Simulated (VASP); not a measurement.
Output of a VASP run:

File OUTCAR:
```
 ion  position               nearest neighbor table
   1  0.500  0.500  0.500-
   2  0.000  0.000  0.000-   5 2.81   5 2.81   4 2.81   3 2.81   4 2.81   3 2.81
   3  0.500  0.018  0.982-   2 2.81   2 2.81
   4  0.982  0.500  0.018-   2 2.81   2 2.81
   5  0.018  0.982  0.500-   2 2.81   2 2.81
  LATTYP: Found a trigonal (rhomboedric) cell.
 ALAT       =     5.6153557725
 COS(alpha) =     0.0050760300
 Subroutine PRICEL returns:
 Original cell was already a primitive cell.
 Subroutine GETGRP returns: Found  6 space group operations
The static configuration has the point symmetry D_3 .
The dynamic configuration has the point symmetry D_3 .
 Subroutine INISYM returns: Found  6 space group operations
 Subroutine IBZKPT returns following result:
 Found     19 irreducible k-points:

 Following reciprocal coordinates:
            Coordinates               Weight
  0.000000  0.000000  0.000000      1.000000
  0.200000  0.000000  0.000000      6.000000
  0.400000 -0.000000  0.000000      6.000000
  0.200000  0.200000 -0.000000      6.000000
  0.400000  0.200000  0.000000     12.000000
 -0.400000  0.200000  0.000000     12.000000
 -0.200000  0.200000  0.000000      6.000000
  0.400000  0.400000  0.000000      6.000000
 -0.400000  0.400000  0.000000      6.000000
  0.200000  0.200000  0.200000      2.000000
  0.400000  0.200000  0.200000      6.000000
 -0.400000  0.200000  0.200000      6.000000
 -0.200000  0.200000  0.200000      6.000000
  0.400000  0.400000  0.200000      6.000000
 -0.400000  0.400000  0.200000     12.000000
 -0.200000  0.400000  0.200000     12.000000
 -0.400000 -0.400000  0.200000      6.000000
  0.400000  0.400000  0.400000      2.000000
 -0.400000  0.400000  0.400000      6.000000
   k-points           NKPTS =     19   k-points in BZ     NKDIM =     19   number of bands    NBANDS=     26
   number of dos      NEDOS =    601   number of ions     NIONS =      5
   total plane-waves  NPLWV =  64000
   dimension x,y,z NGX =    40 NGY =   40 NGZ =   40
   dimension x,y,z NGXF=    80 NGYF=   80 NGZF=   80
   ions per type =               1   1   3
   PREC   = accura    normal or accurate (medium, high low for compatibility)
   ISTART =      0    job   : 0-new  1-cont  2-samecut
   ICHARG =      2    charge: 1-file 2-atom 10-const
   ISPIN  =      1    spin polarized calculation?
   LNONCOLLINEAR =      F non collinear calculations
   LSORBIT =      F    spin-orbit coupling
   INIWAV =      1    electr: 0-lowe 1-rand  2-diag
   ENCUT  =  400.0 eV  29.40 Ry    5.42 a.u.   9.16  9.16  9.16*2*pi/ulx,y,z
   NELM   =    100;   NELMIN=  2; NELMDL= -5     # of ELM steps
   EDIFF  = 0.1E-06   stopping-criterion for ELM
   LREAL  =      F    real-space projection
   NLSPLINE    = F    spline interpolate recip. space projectors
   LMAXMIX     =    4 max onsite mixed and CHGCAR
   VOSKOWN=      0    Vosko Wilk Nusair interpolation
   EDIFFG = 0.1E-05   stopping-criterion for IOM
   NSW    =      0    number of steps for IOM
   NBLOCK =      1;   KBLOCK =      1    inner block; outer block
   IBRION =     -1    ionic relax: 0-MD 1-quasi-New 2-CG
   NFREE  =      0    steps in history (QN), initial steepest desc. (CG)
   ISIF   =      2    stress and relaxation
   ISYM   =      2    0-nonsym 1-usesym 2-fastsym
   TEIN   =    0.0    initial temperature
   TEBEG  =    0.0;   TEEND  =   0.0 temperature during run
   SMASS  =  -3.00    Nose mass-parameter (am)
   PSTRESS=    0.0 pullay stress
   NELECT =      44.0000    total number of electrons
   EFERMI =   0.00;   METHOD = LEGACY
   ISMEAR =    -5;   SIGMA  =   0.20  broadening in eV -4-tet -1-fermi 0-gaus
   IALGO  =     38    algorithm
   LDIAG  =      T    sub-space diagonalisation (order eigenvalues)
   IMIX   =      4    mixing-type and parameters
     AMIX     =   0.40;   BMIX     =  1.00
     AMIX_MAG =   1.60;   BMIX_MAG =  1.00
     AMIN     =   0.10
   GGA     = PS    functional components
...
```

**OSZICAR**
```
       N       E                     dE             d eps       ncg     rms          rms(c)
DAV:   1     0.383104284352E+03    0.38310E+03   -0.16714E+04   988   0.123E+03
DAV:   2     0.214388801051E+02   -0.36167E+03   -0.35475E+03  1290   0.327E+02
DAV:   3    -0.176631018954E+02   -0.39102E+02   -0.38970E+02  1150   0.121E+02
DAV:   4    -0.190639234460E+02   -0.14008E+01   -0.13974E+01  1424   0.301E+01
DAV:   5    -0.191010973875E+02   -0.37174E-01   -0.37156E-01  1320   0.366E+00    0.532E+00
DAV:   6    -0.184144825951E+02    0.68661E+00   -0.15352E+00  1488   0.151E+01    0.335E+00
DAV:   7    -0.183819747328E+02    0.32508E-01   -0.54997E-01  1528   0.488E+00    0.159E+00
DAV:   8    -0.183908454032E+02   -0.88707E-02   -0.73340E-02  1492   0.236E+00    0.268E-01
DAV:   9    -0.183901050498E+02    0.74035E-03   -0.18612E-02  1540   0.115E+00    0.125E-01
DAV:  10    -0.183905834321E+02   -0.47838E-03   -0.20148E-03  1372   0.342E-01    0.330E-02
DAV:  11    -0.183906390994E+02   -0.55667E-04   -0.18730E-04  1324   0.978E-02    0.135E-02
DAV:  12    -0.183906431550E+02   -0.40556E-05   -0.32374E-05  1244   0.752E-02    0.611E-03
DAV:  13    -0.183906430109E+02    0.14406E-06   -0.47255E-06  1428   0.121E-02    0.273E-03
DAV:  14    -0.183906430839E+02   -0.72968E-07   -0.93143E-07  1288   0.125E-02
   1 F= -.18390643E+02 E0= -.18390643E+02  d E =0.000000E+00
```

OUTCAR:
```
------------------------ aborting loop because EDIFF is reached ----------------------------------------
  FORCE on cell =-STRESS in cart. coord.  units (eV):
  Direction    XX          YY          ZZ          XY          YZ          ZX
  --------------------------------------------------------------------------------------
  Total       -0.0563119     -0.0563119     -0.0802876      0.0000000     -0.0000000     -0.0000000
  in kB       -0.5095605     -0.5095605     -0.7265138      0.0000000     -0.0000001     -0.0000000
  external PRESSURE =      -0.5818783 kB  Pullay stress =       0.0000000 kB
  volume of cell :      177.06
      direct lattice vectors                 reciprocal lattice vectors
     3.960565795  2.286634102  3.258442462     0.126244589  0.072887346  0.102298357
    -3.960565795  2.286634102  3.258442462    -0.126244589  0.072887346  0.102298357
     0.000000000 -4.573267226  3.258442470     0.000000000 -0.145774691  0.102298379
 POSITION                                       TOTAL-FORCE (eV/Angst)
 -----------------------------------------------------------------------------------
      0.00000      0.00000      4.88766         0.000000     -0.000000     -0.000000
      0.00000      0.00000      0.00000         0.000000     -0.000000     -0.000000
      1.90783     -3.30445      4.88766         0.006989     -0.012106      0.000000
      1.90783      3.30445      4.88766         0.006989      0.012106     -0.000000
     -3.81565      0.00000      4.88766        -0.013979      0.000000      0.000000
 -----------------------------------------------------------------------------------
    total drift:                               -0.000002      0.000000      0.000000
  FREE ENERGIE OF THE ION-ELECTRON SYSTEM (eV)
  ---------------------------------------------------
  free  energy   TOTEN  =       -18.3906430839 eV

  energy  without entropy=      -18.3906430839  energy(sigma->0) =      -18.39064308

 total charge

# of ion       s       p       d       tot
------------------------------------------
    1        1.848   4.701   0.012   6.561
    2        1.503   0.450   9.857  11.810
    3        1.591   3.495   0.000   5.085
    4        1.591   3.495   0.000   5.085
    5        1.591   3.495   0.000   5.085
--------------------------------------------------
tot          8.122  15.635   9.869  33.626
```
(Selected blocks of OUTCAR.)

File POSCAR:
```
CsPbCl3
1
    3.9605657950     2.2866341021     3.2584424619
   -3.9605657950     2.2866341021     3.2584424619
   -0.0000000000    -4.5732672262     3.2584424698
Cs Pb Cl
1 1 3
Direct
  0.5000000000   0.5000000000   0.5000000000
  0.0000000000   1.0000000000   1.0000000000
  0.5000000000   0.0182942880   0.9817057120
  0.9817057120   0.5000000000   0.0182942880
  0.0182942880   0.9817057120   0.5000000000
```

**Question.** Reconstruct the remaining input files.

**Answer.** This is not unique; one that fits is the input of the run itself, PBEsol GGA, plane waves, VASP's PBE PAW potentials (set 64).

### INCAR
```
! general
SYSTEM  = CsPbCl3
PREC    = Accurate
ENCUT   = 400
LREAL   = .False.
LASPH   = .True.

! electronic loop
EDIFF   = 1E-7
NELM    = 100
ALGO    = Normal
LMAXMIX = 4

! smearing
ISMEAR  = -5

! functional
GGA     = PS

! ions
ISIF    = 2

! output
LWAVE   = .False.
LCHARG  = .True.
LORBIT  = 11
NEDOS   = 601
```

KPOINTS:
```
Automatic mesh
0
Gamma
5 5 5
0 0 0
```

POTCAR, in this order: Cs_sv Pb_d Cl (PBE.64 set). Program: vasp_std.

The structure comes from a computed database's CsPbCl3 entry (R32); how it stands against other phases isn't given here. It was relaxed first.
